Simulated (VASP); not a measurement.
```xyz
4
Lattice="3.7178 0.0000 0.0000 0.0000 3.7178 0.0000 0.0000 0.0000 3.7178" Properties=species:S:1:pos:R:3 pbc="T T T"
Cu     0.0000     1.8589     1.8589
Cu     1.8589     0.0000     1.8589
Cu     1.8589     1.8589     0.0000
Au     0.0000     0.0000     0.0000
```

All values below come from PBEsol GGA, VASP's PBE PAW potentials (set 64) (plane waves; VASP). Settings: 520 eV cut-off, 8×8×8 Γ-centred mesh, first-order Methfessel-Paxton smearing of 0.10 eV, potentials Cu Au.

Unless said otherwise, spin-orbit coupling is left out, though it shifts the bands of the heavy elements here.

Predict the energy per atom (σ→0), band gap (on the k-mesh) with the smallest direct gap where there is one.

- band gap (on the k-mesh): none (metal, semimetal or under 0.01 eV)
- energy per atom (σ→0): -4258 meV/atom

Total energies compare only between runs with the same potentials, cut-off and functional.

The compound is Cu3Au in the L1_2 structure. It was relaxed first.
